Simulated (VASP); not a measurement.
# A VASP study of GeAu2 (revPBE + D4): structure first, properties next, part 2 of 4

What structure does GeAu2 take at this level, and what are its properties? The cell is invented: other elements were put on sites of a known structure type. It may not be a known or stable phase.

VASP 6.6.1; revPBE with D4; plane waves and PAW (Ge_d, Au); invented cell.

Still holding for the runs below: The k-mesh is coarse for a metal.

So far. Step 2 (Full relaxation (revPBE + D4)): It ends with a largest force of 0.008 eV/Å and a pressure of 0.03 GPa.

## 3. Second relaxation

A relaxation keeps the plane waves of the cell it began with, so it is repeated from the new cell, on a basis made for it.

Input file INCAR:

```
SYSTEM = GeAu2
PREC = Accurate
ENCUT = 410
EDIFF = 1E-06
NELM = 100
ISMEAR = -1
SIGMA = 0.05
LREAL = .FALSE.
ALGO = Normal
GGA = RE
IVDW = 13
LORBIT = 11
LWAVE = .FALSE.
LCHARG = .FALSE.
IBRION = 2
NSW = 60
ISIF = 3
EDIFFG = -0.01
```

Input file POSCAR:

```
GeAu2
1.0
    3.0908952756      0.0000000000      0.0000000000
   -1.5454476378      2.6767938295      0.0000000000
    0.0000000000      0.0000000000      6.3443455217
Ge Au
1 2
Direct
    0.0000000000      0.0000000000      0.0000000000
    0.3333333300      0.6666666700      0.3216473570
    0.6666666700      0.3333333300      0.6783526430
```

Input file KPOINTS:

```
Automatic mesh
0
Gamma
8 8 4
0 0 0
```

The projector-augmented-wave data sets are Ge_d and Au (PBE family, release 64).

Command:

```console
> mpirun -np 1 vasp_std
```

What it wrote:

```text
[banner, memory and clock lines left out]
running    1 mpi-ranks, on    1 nodes
 distrk:  each k-point on    1 cores,    1 groups
 distr:  one band on    1 cores,    1 groups

 POSCAR found type information on POSCAR GeAu
 POSCAR found :  2 types and       3 ions
 [... a notice as in an earlier step ...]

 LDA part: xc-table for (Slater+PW92), standard interpolation
 POSCAR, INCAR and KPOINTS ok, starting setup
 FFT: planning ... GRIDC
 FFT: planning ... GRID_SOFT
 FFT: planning ... GRID
 WAVECAR not read
 entering main loop
       N       E                     dE             d eps       ncg     rms          rms(c)
DAV:   1     0.262013505117E+03    0.26201E+03   -0.15951E+04  1818   0.310E+03
DAV:   2     0.159833938730E+02   -0.24603E+03   -0.23745E+03  1636   0.668E+02
DAV:   3    -0.967657726002E+01   -0.25660E+02   -0.25348E+02  1744   0.128E+02
DAV:   4    -0.103379059851E+02   -0.66133E+00   -0.66060E+00  1778   0.210E+01
DAV:   5    -0.103511667663E+02   -0.13261E-01   -0.13260E-01  1796   0.323E+00    0.114E+01
DAV:   6    -0.946982301922E+01    0.88134E+00   -0.37658E+00  1826   0.162E+01    0.849E+00
DAV:   7    -0.943232376076E+01    0.37499E-01   -0.28512E-01  1748   0.467E+00    0.472E+00
DAV:   8    -0.942167589697E+01    0.10648E-01   -0.48081E-02  2046   0.235E+00    0.349E-01
DAV:   9    -0.941975085733E+01    0.19250E-02   -0.13383E-02  2060   0.136E+00    0.118E-01
DAV:  10    -0.941968261698E+01    0.68240E-04   -0.10636E-03  1624   0.270E-01    0.322E-02
DAV:  11    -0.941969148260E+01   -0.88656E-05   -0.49587E-05  1966   0.550E-02    0.998E-03
DAV:  12    -0.941969315698E+01   -0.16744E-05   -0.22217E-06  1362   0.133E-02    0.308E-03
DAV:  13    -0.941969328310E+01   -0.12612E-06   -0.63382E-07   932   0.999E-03
   1 F= -.12221613E+02 E0= -.12217765E+02  d E =-.122216E+02
 curvature:   0.00 expect dE= 0.000E+00 dE for cont linesearch  0.000E+00
 trial: gam= 0.00000 g(F)=  0.726E-05 g(S)=  0.911E-04 ort = 0.000E+00 (trialstep = 0.100E+01)
 search vector abs. value=  0.984E-04
 bond charge predicted
       N       E                     dE             d eps       ncg     rms          rms(c)
DAV:   1    -0.942489828542E+01   -0.52051E-02   -0.24364E-02  1662   0.173E+00    0.207E-01
DAV:   2    -0.942396110041E+01    0.93719E-03   -0.23798E-03  1810   0.525E-01    0.934E-02
DAV:   3    -0.942384026536E+01    0.12084E-03   -0.18368E-04  2000   0.153E-01    0.568E-02
DAV:   4    -0.942379936309E+01    0.40902E-04   -0.46501E-05  2182   0.795E-02    0.148E-02
DAV:   5    -0.942379643040E+01    0.29327E-05   -0.31873E-06  1536   0.229E-02    0.418E-03
DAV:   6    -0.942379604802E+01    0.38238E-06   -0.51263E-07   866   0.793E-03
   2 F= -.12221633E+02 E0= -.12217808E+02  d E =-.196042E-04
 trial-energy change:   -0.000020  1 .order   -0.000034   -0.000098    0.000031
 step:   0.6037(harm=  0.7631)  dis= 0.00025  next Energy=   -12.221640 (dE=-0.265E-04)
 bond charge predicted
       N       E                     dE             d eps       ncg     rms          rms(c)
DAV:   1    -0.942235827109E+01    0.14382E-02   -0.38293E-03  1656   0.684E-01    0.819E-02
DAV:   2    -0.942221018844E+01    0.14808E-03   -0.37454E-04  1816   0.209E-01    0.370E-02
DAV:   3    -0.942219161457E+01    0.18574E-04   -0.28911E-05  2020   0.610E-02    0.224E-02
DAV:   4    -0.942218645238E+01    0.51622E-05   -0.69624E-06  1882   0.316E-02    0.580E-03
DAV:   5    -0.942218663238E+01   -0.18000E-06   -0.73636E-07   878   0.113E-02
   3 F= -.12221641E+02 E0= -.12217807E+02  d E =-.282557E-04
 curvature:  -0.21 expect dE=-0.625E-05 dE for cont linesearch -0.801E-06
 trial: gam= 0.10690 g(F)=  0.553E-05 g(S)=  0.244E-04 ort = 0.194E-04 (trialstep = 0.921E+00)
 search vector abs. value=  0.352E-04
 reached required accuracy - stopping structural energy minimisation
```

Run time: 50 s. Hardware: 1 MPI rank of Intel Xeon Platinum 8488C (Sapphire Rapids), shared host; peak memory 0.17 GiB.

OUTCAR, selected parts (step 3):

```text
  LATTYP: Found a hexagonal cell.
 ALAT       =     3.0908952756
 C/A-ratio  =     2.0525915491

The static configuration has the point symmetry D_3d.

 Found     35 irreducible k-points:

   dimension x,y,z NGX =    20 NGY =   20 NGZ =   42
   dimension x,y,z NGXF=    40 NGYF=   40 NGZF=   84

   ENCUT  =  410.0 eV  30.13 Ry    5.49 a.u.   5.10  5.10 10.47*2*pi/ulx,y,z

   NELECT =      36.0000    total number of electrons

 E-fermi :   8.7157

 k-point     1 :       0.0000    0.0000    0.0000
  band No.  band energies     occupation
    ...
     14       4.5183      2.00000
     15       5.0152      2.00000
     16       5.0152      2.00000
     17       5.5420      2.00000
     18       5.5420      2.00000
     19      15.7460      0.00000
     20      15.7461      0.00000
     21      16.1978      0.00000
     22      16.2093      0.00000

 k-point     2 :       0.1250    0.0000    0.0000
  band No.  band energies     occupation
    ...
     14       4.5133      2.00000
     15       4.9655      2.00000
     16       5.0747      2.00000
     17       5.6101      2.00000
     18       6.0646      2.00000
     19      13.4836      0.00000
     20      14.9933      0.00000
     21      16.0272      0.00000
     22      16.6768      0.00000

  DFT-D4 for vdW energy calculation

  Edisp (eV):   -2.79945

  Total      -0.02445    -0.02445     0.01798    -0.00000     0.00000     0.00000
  in kB      -0.74555    -0.74555     0.54824    -0.00000     0.00000     0.00000
  external pressure =       -0.31 kB  Pullay stress =        0.00 kB

  energy-cutoff  :      410.00
  volume of cell :       52.54
      direct lattice vectors                 reciprocal lattice vectors
     3.091209817  0.000000000  0.000000000     0.323497937  0.186771621  0.000000000
    -1.545604909  2.677066231 -0.000000000     0.000000000  0.373543242  0.000000000
     0.000000000 -0.000000000  6.348891181     0.000000000  0.000000000  0.157507819

 POSITION                                       TOTAL-FORCE (eV/Angst)
 -----------------------------------------------------------------------------------
      0.00000      0.00000      0.00000        -0.000000      0.000000      0.000000
     -0.00000      1.78471      2.04236         0.000000     -0.000000      0.007569
      1.54560      0.89236      4.30653        -0.000000      0.000000     -0.007569
 -----------------------------------------------------------------------------------
    total drift:                                0.000000      0.000000      0.000000

  FREE ENERGIE OF THE ION-ELECTRON SYSTEM (eV)
  ---------------------------------------------------
  free  energy   TOTEN  =       -12.2216413873 eV

  energy  without entropy=      -12.2139731172  energy(sigma->0) =      -12.21780725

 total charge
# of ion       s       p       d       tot
------------------------------------------
    1        1.217   0.973  10.058  12.248
    2        0.581   0.344   8.744   9.669
    3        0.581   0.344   8.744   9.669
--------------------------------------------------
tot          2.380   1.661  27.546  31.587

[... 3 parts as in an earlier step ...]

[... 7 further parts left out ...]
```

CONTCAR:

```
GeAu2
   1.00000000000000
     3.0912098173300140    0.0000000000000000    0.0000000000000000
    -1.5456049086650070    2.6770662306288626   -0.0000000000000000
     0.0000000000000000   -0.0000000000000000    6.3488911813545794
  Ge              Au
     1     2
Direct
     0.0000000000000000    0.0000000000000000    0.0000000000000000
     0.3333333300000021    0.6666666699999979    0.3216872035231254
     0.6666666699999979    0.3333333300000021    0.6783127964768746
```

Little changed from the start: no atom moved by 0.005 Å and no cell edge by 0.1 %.

Numbers from this step:

```yaml
energy_at_zero_smearing: -12.22 eV
fermi_energy: 8.716 eV
pressure: -0.03143 GPa
scf_cycles_over_all_ionic_steps: 24
```

It ends with a largest force of 0.008 eV/Å and a pressure of -0.03 GPa. The volume moved by only 0.09 %, so the volume is settled.

## 4. Density, ELF and potential (revPBE + D4)

The relaxed cell gets a fresh self-consistent run, on a basis set for its own volume, to fix the density and to check the remaining stress.

Edit INCAR of step 3 so:

```diff
@@ -13,6 +13,5 @@
 LWAVE = .FALSE.
-LCHARG = .FALSE.
-IBRION = 2
-NSW = 60
-ISIF = 3
-EDIFFG = -0.01
+LCHARG = .TRUE.
+ISIF = 2
+LELF = .TRUE.
+LVHAR = .TRUE.
```

Input file POSCAR:

```
GeAu2
1.0
    3.0912098173      0.0000000000      0.0000000000
   -1.5456049087      2.6770662306      0.0000000000
    0.0000000000      0.0000000000      6.3488911814
Ge Au
1 2
Direct
    0.0000000000      0.0000000000      0.0000000000
    0.3333333300      0.6666666700      0.3216872035
    0.6666666700      0.3333333300      0.6783127965
```

KPOINTS is that of step 3.

Command:

```console
> mpirun -np 1 vasp_std
```

What it wrote:

```text
[... set-up lines as in an earlier step ...]
 entering main loop
       N       E                     dE             d eps       ncg     rms          rms(c)
DAV:   1     0.256321805397E+03    0.25632E+03   -0.15943E+04  1902   0.307E+03
DAV:   2     0.169953650703E+02   -0.23933E+03   -0.23158E+03  1612   0.673E+02
DAV:   3    -0.965535341585E+01   -0.26651E+02   -0.26329E+02  1756   0.129E+02
DAV:   4    -0.103374600729E+02   -0.68211E+00   -0.68160E+00  1740   0.214E+01
DAV:   5    -0.103518290645E+02   -0.14369E-01   -0.14368E-01  1846   0.334E+00    0.114E+01
DAV:   6    -0.947236305227E+01    0.87947E+00   -0.37625E+00  1832   0.161E+01    0.848E+00
DAV:   7    -0.943486263063E+01    0.37500E-01   -0.28477E-01  1754   0.466E+00    0.472E+00
DAV:   8    -0.942423798220E+01    0.10625E-01   -0.48144E-02  2040   0.234E+00    0.350E-01
DAV:   9    -0.942232091037E+01    0.19171E-02   -0.13367E-02  2060   0.136E+00    0.118E-01
DAV:  10    -0.942225211440E+01    0.68796E-04   -0.10631E-03  1630   0.269E-01    0.324E-02
DAV:  11    -0.942226108068E+01   -0.89663E-05   -0.49527E-05  1966   0.547E-02    0.998E-03
DAV:  12    -0.942226273346E+01   -0.16528E-05   -0.22222E-06  1354   0.133E-02    0.311E-03
DAV:  13    -0.942226285598E+01   -0.12252E-06   -0.65203E-07   962   0.100E-02
   1 F= -.12221718E+02 E0= -.12217883E+02  d E =-.766822E-02
```

It took 27 s on 1 MPI rank; peak memory 0.16 GiB.

Parts of OUTCAR (step 4):

```text
  LATTYP: Found a hexagonal cell.
 ALAT       =     3.0912098173
 C/A-ratio  =     2.0538532020

The static configuration has the point symmetry D_3d.

 Found     35 irreducible k-points:

   ENCUT  =  410.0 eV  30.13 Ry    5.49 a.u.   5.10  5.10 10.48*2*pi/ulx,y,z

   NELECT =      36.0000    total number of electrons

 E-fermi :   8.7158

 k-point     1 :       0.0000    0.0000    0.0000
  band No.  band energies     occupation
    ...
     14       4.5183      2.00000
     15       5.0152      2.00000
     16       5.0152      2.00000
     17       5.5421      2.00000
     18       5.5421      2.00000
     19      15.7461      0.00000
     20      15.7461      0.00000
     21      16.1979      0.00000
     22      16.2093      0.00000

 k-point     2 :       0.1250   -0.0000    0.0000
  band No.  band energies     occupation
    ...
     14       4.5134      2.00000
     15       4.9656      2.00000
     16       5.0748      2.00000
     17       5.6102      2.00000
     18       6.0647      2.00000
     19      13.4837      0.00000
     20      14.9934      0.00000
     21      16.0272      0.00000
     22      16.6768      0.00000

  DFT-D4 for vdW energy calculation

  Edisp (eV):   -2.79945

  Total      -0.02457    -0.02457     0.01840     0.00000     0.00000     0.00000
  in kB      -0.74927    -0.74927     0.56120     0.00000     0.00000     0.00000
  external pressure =       -0.31 kB  Pullay stress =        0.00 kB

  energy-cutoff  :      410.00
  volume of cell :       52.54
      direct lattice vectors                 reciprocal lattice vectors
     3.091209817  0.000000000  0.000000000     0.323497937  0.186771621  0.000000000
    -1.545604909  2.677066231  0.000000000     0.000000000  0.373543242  0.000000000
     0.000000000  0.000000000  6.348891181     0.000000000  0.000000000  0.157507819

 POSITION                                       TOTAL-FORCE (eV/Angst)
 -----------------------------------------------------------------------------------
      0.00000      0.00000      0.00000        -0.000000      0.000000      0.000000
     -0.00000      1.78471      2.04236        -0.000000     -0.000000      0.007142
      1.54560      0.89236      4.30653         0.000000      0.000000     -0.007142
 -----------------------------------------------------------------------------------
    total drift:                                0.000000      0.000000      0.000000

  FREE ENERGIE OF THE ION-ELECTRON SYSTEM (eV)
  ---------------------------------------------------
  free  energy   TOTEN  =       -12.2217176109 eV

  energy  without entropy=      -12.2140493866  energy(sigma->0) =      -12.21788350

[... 5 parts as in an earlier step ...]

[... 6 further parts left out ...]
```

Numbers from this step:

```yaml
scf_cycles: 13
pressure: -0.03124 GPa
```

Valence electrons inside each PAW sphere by angular momentum. Sphere charges, by row:

```
atom  s (e)  p (e)  d (e)  tot (e)
 Ge1  1.217  0.973  10.06    12.25
 Au2  0.581  0.344  8.744    9.669
 Au3  0.581  0.344  8.744    9.669
```

Electrostatic potential energy in the ac plane at fractional y = 0.000, with atoms of Ge within 0.2 Å of it. With pseudopotentials it is smooth inside the atoms' cores, unlike the true potential.

Ten even steps from '_' (-52 eV) to '@' (3 eV), each cell a mean:
```
______::==##@@@@@@@@@@##==::____
__..::==**%%@@@@@@@@@@%%**==::..
--==++**%%@@@@@@@@@@@@@@%%**++==
%%%%%%@@@@@@@@@@@@@@@@@@@@@@%%%%
@@@@@@@@@@@@@@%%%%%%@@@@@@@@@@@@
@@@@@@@@@@%%%%######%%%%@@@@@@@@
@@@@@@@@@@%%****++****%%@@@@@@@@
@@@@@@@@@@##**++++++**##@@@@@@@@
@@@@@@@@@@%%##******##%%@@@@@@@@
@@@@@@@@@@@@%%%%##%%%%@@@@@@@@@@
@@@@@@@@@@@@@@@@@@@@@@@@@@@@@@@@
@@@@@@@@@@@@@@@@@@@@@@@@@@@@@@@@
@@@@@@@@@@@@@@@@@@@@@@@@@@@@@@@@
@@@@@@@@@@@@%%%%%%%%%%@@@@@@@@@@
@@@@@@@@@@%%##******##%%@@@@@@@@
@@@@@@@@@@%%**++++++**##@@@@@@@@
@@@@@@@@@@%%**++++++**%%@@@@@@@@
@@@@@@@@@@%%####****##%%@@@@@@@@
@@@@@@@@@@@@@@%%%%%%@@@@@@@@@@@@
%%%%%%@@@@@@@@@@@@@@@@@@@@@@%%%%
++++**##%%@@@@@@@@@@@@@@%%##**++
....::==##%%@@@@@@@@@@%%##==::..
______::++##@@@@@@@@@@##++::____
______..==##@@@@@@@@@@##==..____
```
Columns run along a (3.1 Å; values clipped at the 3rd and 97th percentile), rows up along c (6.3 Å). Atoms in or near the plane, at fractional coordinates: Ge at (0.00, 0.00).

ELF in the ac plane at fractional y = 0.000, with atoms of Ge within 0.2 Å of it. It is the smooth field of the valence electrons, not physical close to the nuclei.

Values, 24 rows by 16 columns, each cell a mean:
```
0.24 0.19 0.24 0.39 0.48 0.42 0.38 0.32 0.26 0.32 0.38 0.42 0.48 0.39 0.24 0.19
0.28 0.31 0.39 0.47 0.46 0.41 0.37 0.30 0.26 0.30 0.37 0.41 0.46 0.47 0.39 0.31
0.45 0.46 0.47 0.45 0.41 0.39 0.34 0.28 0.26 0.28 0.34 0.39 0.41 0.45 0.47 0.46
0.41 0.40 0.39 0.38 0.36 0.32 0.29 0.27 0.27 0.27 0.29 0.32 0.36 0.38 0.39 0.40
0.32 0.32 0.31 0.30 0.28 0.28 0.29 0.31 0.31 0.31 0.29 0.28 0.28 0.30 0.31 0.32
0.22 0.22 0.23 0.23 0.26 0.30 0.34 0.36 0.36 0.36 0.34 0.30 0.26 0.23 0.23 0.22
0.16 0.17 0.19 0.22 0.27 0.34 0.37 0.37 0.37 0.37 0.37 0.34 0.28 0.22 0.19 0.17
0.14 0.15 0.18 0.22 0.28 0.34 0.37 0.36 0.35 0.36 0.37 0.34 0.28 0.22 0.18 0.15
0.13 0.14 0.17 0.21 0.27 0.32 0.35 0.35 0.35 0.35 0.35 0.32 0.27 0.21 0.17 0.14
0.11 0.12 0.15 0.19 0.22 0.27 0.30 0.32 0.32 0.32 0.30 0.27 0.22 0.19 0.15 0.12
0.10 0.11 0.13 0.17 0.20 0.22 0.24 0.26 0.26 0.26 0.24 0.22 0.20 0.17 0.13 0.11
0.10 0.10 0.12 0.15 0.18 0.21 0.22 0.23 0.23 0.23 0.22 0.21 0.18 0.15 0.12 0.10
0.10 0.11 0.13 0.16 0.19 0.21 0.23 0.25 0.25 0.25 0.23 0.21 0.19 0.16 0.13 0.11
0.11 0.12 0.15 0.18 0.22 0.26 0.29 0.31 0.31 0.31 0.29 0.26 0.22 0.18 0.15 0.12
0.12 0.14 0.16 0.20 0.25 0.31 0.34 0.35 0.34 0.35 0.34 0.31 0.25 0.20 0.16 0.14
0.14 0.15 0.17 0.22 0.28 0.34 0.37 0.36 0.35 0.36 0.37 0.34 0.28 0.22 0.18 0.15
0.16 0.16 0.18 0.22 0.28 0.34 0.37 0.37 0.37 0.37 0.37 0.34 0.28 0.22 0.18 0.16
0.19 0.20 0.21 0.22 0.26 0.31 0.35 0.37 0.37 0.37 0.35 0.31 0.26 0.22 0.21 0.20
0.30 0.30 0.29 0.28 0.27 0.28 0.30 0.32 0.33 0.32 0.30 0.28 0.27 0.28 0.29 0.30
0.40 0.39 0.38 0.36 0.34 0.31 0.28 0.28 0.28 0.28 0.28 0.31 0.34 0.36 0.38 0.39
0.47 0.47 0.46 0.42 0.40 0.37 0.32 0.28 0.26 0.28 0.32 0.37 0.40 0.42 0.46 0.47
0.32 0.35 0.43 0.48 0.45 0.40 0.37 0.30 0.26 0.30 0.37 0.40 0.45 0.48 0.43 0.35
0.22 0.20 0.26 0.41 0.48 0.42 0.38 0.31 0.26 0.31 0.38 0.42 0.48 0.41 0.26 0.20
0.49 0.25 0.18 0.35 0.47 0.43 0.38 0.32 0.26 0.32 0.38 0.43 0.47 0.35 0.18 0.25
```
Columns run along a (3.1 Å), rows up along c (6.3 Å). Atoms in or near the plane, at fractional coordinates: Ge at (0.00, 0.00).

Valence density in the ac plane at fractional y = 0.000, with atoms of Ge within 0.2 Å of it. It is the smooth field of the valence electrons, not physical close to the nuclei.

Ten steps, logarithmic in the rise over the least value, from '_' (0 e/Å³) to '@' (18 e/Å³), each cell a mean:
```
@@@@%%**--::..______..::--**%%@@
####**==::....______....::==**##
++==--::........__........::--==
::..............................
..............::::::............
____......::::::--::::::......__
______....::----------::....____
______....::----------::....____
______....::----------::....____
________....::::::::::....______
__________......::......________
__________..............________
__________..............________
________....::::::::::....______
______....::::------::::....____
______....::----------::....____
______....::----------::....____
____......::::------::::......__
............::::::::::..........
................................
----::::..................::::--
####++==::....______....::==++##
@@%%##**--::..______..::--**##%%
@@@@%%**==::..______..::==**%%@@
```
Columns run along a (3.1 Å), rows up along c (6.3 Å). Atoms in or near the plane, at fractional coordinates: Ge at (0.00, 0.00).

In this run the pressure is -0.03 GPa, small enough to go on; single stress components reach 0.07 GPa.

(Part 2 of 4 ends here.)

[Lines on the potential files, build, host, timing and source positions are cut from VASP's logs without a mark.]

[Logs are printed without paths, hosts, clocks, repeated set-up lines and the standing remarks that a program may print on its own settings, such as how far it seeks lower states.]

[Hosts, paths, dates, database ids (printed as entryN), source tags and the programs' standing remarks are cut or masked in the printed files.]

[A measured line is paired with the nearest computed mode of its activity, which favours agreement.]

[In band tables of VASP the shares of atoms and orbitals are scaled to a sum of 1 inside the atoms' spheres.]
